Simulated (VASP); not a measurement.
## GdS$_{2}$ (space group P4/nmm): computed properties

Computed with PBEsol GGA, VASP's PBE PAW potentials (set 64) (plane waves; VASP).

```json
{
 "space_group": "P4/nmm (129)",
 "cell": "a = 3.825 Å, b = 3.825 Å, c = 7.933 Å, α = 90.00°, β = 90.00°, γ = 90.00°",
 "volume_per_atom": "19.35 Å^3/atom",
 "band gap (over mesh and band path)": "none (metal, semimetal or under 0.01 eV)",
 "cell_moment": "0.00 μB",
 "density": "6.33 g/cm³"
}
```

```
CELL_PARAMETERS angstrom
      3.82528     0.00000     0.00000
      0.00000     3.82528     0.00000
      0.00000     0.00000     7.93318
ATOMIC_POSITIONS crystal
  Gd 0.00000 0.50000 0.72619
  Gd 0.50000 0.00000 0.27381
  S  0.00000 0.00000 0.00000
  S  0.50000 0.50000 0.00000
  S  0.00000 0.50000 0.36727
  S  0.50000 0.00000 0.63273
```

The 4f electrons are frozen in the core of the lanthanide potential, so 4f levels, which can set the real gap, and their magnetism are missing.

The structure comes from a computed database's GdS2 entry (P4/nmm); how it stands against other phases isn't given here. It was relaxed first. Symmetry was kept, so distortions that lower it aren't found.
